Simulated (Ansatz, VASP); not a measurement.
## Two plane-wave programs on Cu3Te

```
CELL_PARAMETERS angstrom
3.97297 0.00000 0.00000
0.00000 3.97297 0.00000
0.00000 0.00000 3.94666
ATOMIC_POSITIONS crystal
Cu 0.00000 0.50000 0.50000
Cu 0.50000 0.00000 0.50000
Cu 0.50000 0.50000 0.00000
Te 0.00000 0.00000 0.00000
```

The cell comes from a database or a generator and needn't be the stable form of this composition.

Alike in both runs: task single point; functional r2SCAN; k mesh 6 × 6 × 6; no spin polarisation.

```csv
,VASP,Ansatz
version,VASP 6.6.1,Ansatz 0.2.0
potentials or method,"VASP PAW PBE potentials, release 64 (Cu, Te)","plane waves, PAW"
plane-wave cutoff (eV),520,520
occupations,"fermi-dirac, width 0.1 eV",fermi-dirac
valence electrons in the cell,39,73
```

|  | VASP | Ansatz | Ansatz less VASP |
| --- | --- | --- | --- |
| pressure (GPa) | -3.3 | -3.6 | -0.31 |
| largest component of the traceless stress (GPa) | 0.37 | 0.36 | -0.005 |

The two sets of potentials don't hold the same shells in valence.

Caveats: the PAW data sets were made with another functional, which shifts forces and pressure a little (VASP). The runs have no spin-orbit coupling, so splittings on Te are missing.
